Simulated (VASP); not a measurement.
A convergence study with VASP on ZrS2 (1T layered): one setting is varied, all else stays as given below, so the limit is that of these other settings.

```
ZrS2
1.0
    1.83000    -3.16965     0.00000
    1.83000     3.16965     0.00000
    0.00000     0.00000     5.82000
Zr S
1 2
Direct
  0.00000   0.00000   0.00000
  0.33333   0.66667   0.25000
  0.66667   0.33333   0.75000
```

Calculation: PBE GGA, VASP's PBE PAW potentials (set 64) (plane waves; VASP). The tightest run used: 550 eV cut-off, 12×12×8 Monkhorst-Pack mesh, Gaussian smearing of 0.050 eV, potentials Zr_sv S.

```tsv
setting	E (eV/atom)	pressure (GPa)	largest force (eV/Å)	irreducible k-points
1×1×1 mesh	-4.6117	21.02	4.845	1
2×2×1 mesh	-7.2579	-0.03	0.113	2
3×3×2 mesh	-7.0728	2.24	0.180	4
4×4×2 mesh	-7.1415	1.31	0.027	10
5×5×3 mesh	-7.1237	1.62	0.057	12
```

Problem. These are the cheaper rows. Estimate the results at 12×12×8 mesh, and how far the last row shown lies from them.

Solution. 
```csv
quantity,tightest run,last row shown is off by
E (eV/atom),-7.1326,0.0089
pressure (GPa),1.45,0.17
largest force (eV/Å),0.039,0.018
```

Left out are rungs that failed or repeat a setting and relaxations that didn't move; long series are thinned to 24 rows.

The compound is ZrS2 in the 1T layered structure. The cell was not relaxed at this level, forces remain on its atoms.
